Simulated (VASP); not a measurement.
Input:

```
AlRu
1.0
    2.99000     0.00000     0.00000
    0.00000     2.99000     0.00000
    0.00000     0.00000     2.99000
Al Ru
1 1
Direct
  0.50000   0.50000   0.50000
  0.00000   0.00000   0.00000
```

These are PBE GGA, VASP's PBE PAW potentials (set 64) (plane waves; VASP) values and carry that method's errors. Settings: 400 eV cut-off, 9×9×9 Γ-centred mesh, first-order Methfessel-Paxton smearing of 0.10 eV, potentials Al Ru_pv.

Give the stress tensor in GPa (positive for a compressed cell).

```
2.34  0.00  0.00
0.00  2.34  0.00
0.00  0.00  2.34
```
The pressure is its mean diagonal, 2.34 GPa.

The compound is RuAl in the CsCl type structure. The cell was not relaxed at this level. The electron count is odd and the run is not spin-polarised, which forces a metal.
